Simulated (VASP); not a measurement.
TiN, 2 atoms in the cell. It takes space group Fm-3m (No. 225, cubic). The conventional cell has a = 4.238 Å, b = 4.238 Å, c = 4.238 Å, α = 90.00°, β = 90.00°, γ = 90.00°. Around Ti (site symmetry m-3m) lie 6 N at 2.12 Å. Around N (site symmetry m-3m) lie 6 Ti at 2.12 Å. 

```yaml
Program: VASP 6.6.1
Task: relaxation of cell and atoms
Functional: r2SCAN
Dispersion: rVV10
Potentials_or_basis: VASP PAW PBE potentials, release 64 (Ti_sv, N)
Cutoff: 520 eV
k_mesh: 12 × 12 × 12
Occupations: gaussian, width 0.02 eV
Spin: no spin polarisation
Further_INCAR_settings: ALGO = Normal; EDIFF = 1e-07; IBRION = 2; EDIFFG = -0.002; NSW = 80; ISIF = 3
```

Potentials or basis: VASP PAW PBE potentials, release 64 (Ti_sv, N).

Command:

```console
$ cat potpaw_PBE.64/Ti_sv/POTCAR potpaw_PBE.64/N/POTCAR > POTCAR
$ mpirun -np 1 vasp_std > vasp.out
```

Hardware: 1 thread of Intel(R) Xeon(R) 6975P-C (Granite Rapids) (shared host).

Question: Estimate the wall time of this run.

Answer: Wall time 110 s on 1 thread of Intel(R) Xeon(R) 6975P-C (Granite Rapids), with other jobs on the host, peak memory 0.23 GiB. Counts: scf iterations 45, k points 72, ion steps 3.
